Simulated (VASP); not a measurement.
Calculation: r2SCAN meta-GGA, VASP's PBE PAW potentials (set 64) (plane waves; VASP 6.6.1).

The input files of a VASP run:

### INCAR
```
ALGO  =  Normal
EDIFF  =  1E-6
EDIFFG  =  -0.02
ENCUT  =  400
IBRION  =  2
ISIF  =  3
ISMEAR  =  0
LASPH  =  .TRUE.
LCHARG  =  .FALSE.
LMAXMIX  =  6
LMIXTAU  =  .TRUE.
LREAL  =  .FALSE.
LWAVE  =  .FALSE.
METAGGA  =  R2SCAN
NELM  =  100
NSW  =  60
PREC  =  Accurate
SIGMA  =  0.05
SYSTEM  =  PtSe2
```

**KPOINTS**
```
kpoints
0
gamma
  6 6 4
```

POSCAR:
```
PtSe2
1
    1.8668733781    -3.2335197858    -0.0000000000
    1.8668733781     3.2335197858     0.0000000000
    0.0000000000     0.0000000000     5.6226810024
Pt Se
1 2
Direct
  0.0000000000   0.0000000000   0.0000000000
  0.3333330000   0.6666670000   0.2306625247
  0.6666670000   0.3333330000   0.7693374753
```

POTCAR, in this order: Pt Se (PBE.64 set). Program: vasp_std.

Question: What will the output report for the number of irreducible k-points (NKPTS), number of bands (NBANDS), largest plane-wave count, number of space-group operations, FFT grid (NGX, NGY, NGZ)?

Answer: 
| Quantity | Value |
|---|---|
| number of irreducible k-points (NKPTS) | 24 |
| number of bands (NBANDS) | 15 |
| largest plane-wave count | 1248 |
| number of space-group operations | 12 |
| FFT grid (NGX, NGY, NGZ) | 24 × 24 × 40 |

The compound is PtSe2 in the 1T layered structure. This run relaxes it. Symmetry was kept, so distortions that lower it aren't found. The start is the result of an earlier pass.
